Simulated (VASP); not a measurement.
Method: PBEsol GGA, VASP's PBE PAW potentials (set 64) (plane waves; VASP).

A VASP calculation is set up with these files.

**INCAR**
```
! general
SYSTEM   =  Mg3Sb2
PREC     =  Accurate
ENCUT    =  300
LREAL    =  .FALSE.
LASPH    =  .TRUE.

! electronic loop
EDIFF    =  1E-6
NELM     =  100
ALGO     =  Normal
LMAXMIX  =  4

! smearing
ISMEAR   =  -1
SIGMA    =  0.02

! functional
GGA      =  PS

! ions
ISIF     =  2

! output
LWAVE    =  .FALSE.
LCHARG   =  .FALSE.
```

**POSCAR**
```
Mg3Sb2
1
    2.2800000000    -3.9490760000     0.0000000000
    2.2800000000     3.9490760000     0.0000000000
    0.0000000000     0.0000000000     7.2300000000
Mg Sb
3 2
Direct
  0.0000000000   0.0000000000   0.0000000000
  0.3333330000   0.6666670000   0.6340000000
  0.6666670000   0.3333330000   0.3660000000
  0.3333330000   0.6666670000   0.2280000000
  0.6666670000   0.3333330000   0.7720000000
```

File KPOINTS:
```
Regular mesh
0
G
 4 4 3
0 0 0
```

POTCAR, in this order: Mg Sb (PBE.64 set). Program: vasp_std.

**Question.** Predict the energy per atom (σ→0), largest force.

**Answer.** 
```json
{
 "energy per atom (σ→0)": "-3.201 eV/atom",
 "largest_force": "0.124 eV/Å"
}
```

### OSZICAR
```
...
DAV:   6    -0.161385447329E+02    0.55529E+00   -0.75207E-01   244   0.390E+00    0.268E+00
DAV:   7    -0.160093720022E+02    0.12917E+00   -0.51617E-01   256   0.332E+00    0.104E+00
DAV:   8    -0.160057084084E+02    0.36636E-02   -0.23739E-02   236   0.946E-01    0.544E-02
DAV:   9    -0.160056759535E+02    0.32455E-04   -0.55352E-04   252   0.170E-01    0.304E-02
DAV:  10    -0.160056958617E+02   -0.19908E-04   -0.44022E-05   260   0.431E-02    0.856E-03
DAV:  11    -0.160056998458E+02   -0.39841E-05   -0.79624E-06   232   0.171E-02    0.435E-03
DAV:  12    -0.160056998660E+02   -0.20119E-07   -0.19080E-06   184   0.765E-03
   1 F= -.16005700E+02 E0= -.16005638E+02  d E =-.123859E-03
```

The structure is a typed Mg3Sb2 crystal (P-3m1). The cell was not relaxed at this level.
